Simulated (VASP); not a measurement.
Consider the following.

```xyz
2
Lattice="1.3592 -2.3093 0.0000 1.3592 2.3093 0.0000 0.0000 0.0000 4.4433" Properties=species:S:1:pos:R:3 pbc="T T T"
Os     1.3592     0.7698     1.1108
Os     1.3811    -0.7698     3.3325
```

Level of theory: PBE GGA, VASP's PBE PAW potentials (set 64) (plane waves; VASP). Numerical set-up: 520 eV cut-off, 14×14×8 Γ-centred mesh, first-order Methfessel-Paxton smearing of 0.10 eV, potentials Os_pv.

Unless said otherwise, spin-orbit coupling is left out, though it shifts the bands of the heavy elements here.

Question: What does the run give for the energy per atom (σ→0), pressure, largest force, band gap (on the k-mesh) with the smallest direct gap where there is one?

Answer: 
band gap (on the k-mesh): none (metal, semimetal or under 0.01 eV)
energy per atom (σ→0): -11.170 eV/atom
pressure: 12.84 GPa
largest force: 0.190 eV/Å

Only differences to runs with the same potentials and settings are physical.

The compound is Os in the hcp structure. The cell was not relaxed at this level, atoms are displaced from their ideal sites. The run is one of a series of settings (ENCUT = 520, POTCAR Os_pv (PBE.64 set) against the base run), some of them coarse on purpose.
